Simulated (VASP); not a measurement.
Method: PBEsol GGA, VASP's PBE PAW potentials (set 64) (plane waves; VASP 6.6.1).

The input files of a VASP run:

File POSCAR:
```
ZnSe
1
    0.0000000000     2.7591781875     2.7591781875
    2.7591781875     0.0000000000     2.7591781875
    2.7591781875     2.7591781875     0.0000000000
Zn Se
1 1
Direct
  0.0000000000   0.0000000000   0.0000000000
  0.2500000000   0.2500000000   0.2500000000
```

INCAR:
```
# general
SYSTEM  = ZnSe
PREC    = Accurate
ENCUT   = 500   # plane-wave cut-off (eV)
LREAL   = .False.   # projection in real space or not
LASPH   = .True.   # aspherical one-centre terms

# electronic loop
EDIFF   = 1E-6   # SCF stop (eV)
NELM    = 100   # most electronic steps
ALGO    = Normal
LMAXMIX = 4   # l cut-off of mixed one-centre charges

# smearing
ISMEAR  = 0   # Gaussian
SIGMA   = 0.05   # width (eV)

# functional
GGA     = PS   # PBEsol

# ions
IBRION  = 2   # conjugate gradients
NSW     = 40
ISIF    = 3   # ions, shape and volume
EDIFFG  = -0.02   # ionic stop
PSTRESS = 100

# output
LWAVE   = .False.
LCHARG  = .False.
```

**KPOINTS**
```
Automatic mesh
0
Gamma
8 8 8
0 0 0
```

POTCAR, in this order: Zn Se (PBE.64 set). Program: vasp_std.

The run wrote:

### OSZICAR
```
       N       E                     dE             d eps       ncg     rms          rms(c)
DAV:   1     0.845813429395E+02    0.84581E+02   -0.88542E+03   754   0.158E+03
DAV:   2    -0.154538768947E+01   -0.86127E+02   -0.81564E+02   834   0.270E+02
DAV:   3    -0.699176092058E+01   -0.54464E+01   -0.54183E+01   929   0.692E+01
DAV:   4    -0.704253393752E+01   -0.50773E-01   -0.50762E-01   834   0.723E+00
DAV:   5    -0.704279811053E+01   -0.26417E-03   -0.26417E-03   879   0.497E-01    0.571E+00
DAV:   6    -0.675210930622E+01    0.29069E+00   -0.84045E-01   945   0.351E+01    0.429E+00
DAV:   7    -0.673383722711E+01    0.18272E-01   -0.24774E-01   799   0.527E+00    0.184E+00
DAV:   8    -0.673141564760E+01    0.24216E-02   -0.40681E-03   929   0.723E-01    0.513E-01
DAV:   9    -0.673110713142E+01    0.30852E-03   -0.85844E-04   872   0.460E-01    0.680E-02
DAV:  10    -0.673115279903E+01   -0.45668E-04   -0.26531E-04   914   0.213E-01    0.290E-02
DAV:  11    -0.673114368011E+01    0.91189E-05   -0.36101E-05  1034   0.849E-02    0.552E-03
DAV:  12    -0.673114338640E+01    0.29371E-06   -0.87232E-06   844   0.242E-02
   1 F= -.41089866E+01 E0= -.41089866E+01  d E =-.410899E+01
       N       E                     dE             d eps       ncg     rms          rms(c)
DAV:   1    -0.849004149579E+01   -0.17589E+01   -0.22287E+01   909   0.103E+02    0.105E+01
DAV:   2    -0.679517536675E+01    0.16949E+01   -0.96112E+00   839   0.110E+02    0.371E+00
DAV:   3    -0.655575397917E+01    0.23942E+00   -0.69754E-01   899   0.225E+01    0.178E+00
DAV:   4    -0.650229604752E+01    0.53458E-01   -0.15739E-01   834   0.324E+00    0.794E-01
DAV:   5    -0.649734220532E+01    0.49538E-02   -0.52379E-03  1118   0.226E+00    0.486E-01
DAV:   6    -0.649500415856E+01    0.23380E-02   -0.45555E-03  1178   0.218E+00    0.530E-02
DAV:   7    -0.649503498369E+01   -0.30825E-04   -0.21048E-03   907   0.100E+00    0.465E-02
DAV:   8    -0.649503801634E+01   -0.30326E-05   -0.19758E-04   909   0.285E-01    0.865E-03
DAV:   9    -0.649503809194E+01   -0.75606E-07   -0.16332E-05   819   0.710E-02    0.479E-03
DAV:  10    -0.649503794739E+01    0.14455E-06   -0.58064E-07   427   0.114E-02
   2 F= -.41153181E+01 E0= -.41153181E+01  d E =-.633151E-02
       N       E                     dE             d eps       ncg     rms          rms(c)
DAV:   1    -0.702299871374E+01   -0.52796E+00   -0.50807E+00   904   0.571E+01    0.437E+00
DAV:   2    -0.668929748916E+01    0.33370E+00   -0.10590E+00   894   0.288E+01    0.174E+00
DAV:   3    -0.664646365289E+01    0.42834E-01   -0.42707E-02   799   0.197E+00    0.852E-01
DAV:   4    -0.663568411949E+01    0.10780E-01   -0.73085E-03   832   0.767E-01    0.264E-01
DAV:   5    -0.663481102579E+01    0.87309E-03   -0.12700E-03  1221   0.892E-01    0.263E-02
DAV:   6    -0.663482193709E+01   -0.10911E-04   -0.45928E-04   849   0.430E-01    0.260E-02
DAV:   7    -0.663482755031E+01   -0.56132E-05   -0.54393E-05   939   0.147E-01    0.119E-02
DAV:   8    -0.663482646344E+01    0.10869E-05   -0.86473E-06   804   0.483E-02    0.249E-03
DAV:   9    -0.663482650618E+01   -0.42745E-07   -0.38859E-07   392   0.658E-03
   3 F= -.41436390E+01 E0= -.41436390E+01  d E =-.346524E-01
```

### OUTCAR
```
------------------------ aborting loop because EDIFF is reached ----------------------------------------
  FORCE on cell =-STRESS in cart. coord.  units (eV):
  Direction    XX          YY          ZZ          XY          YZ          ZX
  --------------------------------------------------------------------------------------
  Total        2.4825077      2.4825077      2.4825077     -0.0000000     -0.0000000      0.0000000
  in kB       99.6515810     99.6515810     99.6515810     -0.0000000     -0.0000000      0.0000000
  external PRESSURE =      -0.3484190 kB  Pullay stress =     100.0000000 kB
  volume of cell :       39.91
      direct lattice vectors                 reciprocal lattice vectors
     0.000000000  2.712453701  2.712453701    -0.184334944  0.184334944  0.184334944
     2.712453701  0.000000000  2.712453701     0.184334944 -0.184334944  0.184334944
     2.712453701  2.712453701  0.000000000     0.184334944  0.184334944 -0.184334944
  FREE ENERGIE OF THE ION-ELECTRON SYSTEM (eV)
  ---------------------------------------------------
  free  energy   TOTEN  =        -6.6348265062 eV

  energy  without entropy=       -6.6348265062  energy(sigma->0) =       -6.63482651
  enthalpy is  TOTEN    =        -4.1436390115 eV   P V=        2.4911874947

 reached required accuracy - stopping structural energy minimisation
```
(Selected blocks of OUTCAR.)

**CONTCAR**
```
ZnSe
   1.00000000000000
     0.0000000000000000    2.7124537012253822    2.7124537012253822
     2.7124537012253822    0.0000000000000000    2.7124537012253822
     2.7124537012253822    2.7124537012253822    0.0000000000000000
  Zn              Se
     1     1
Direct
     0.0000000000000000    0.0000000000000000    0.0000000000000000
     0.2500000000000000    0.2500000000000000    0.2500000000000000
```

Energy and stress use the plane-wave basis of the starting cell.

The compound is ZnSe in the zinc blende structure. This run relaxes it under an external pressure of 10 GPa. Symmetry was kept, so distortions that lower it aren't found.
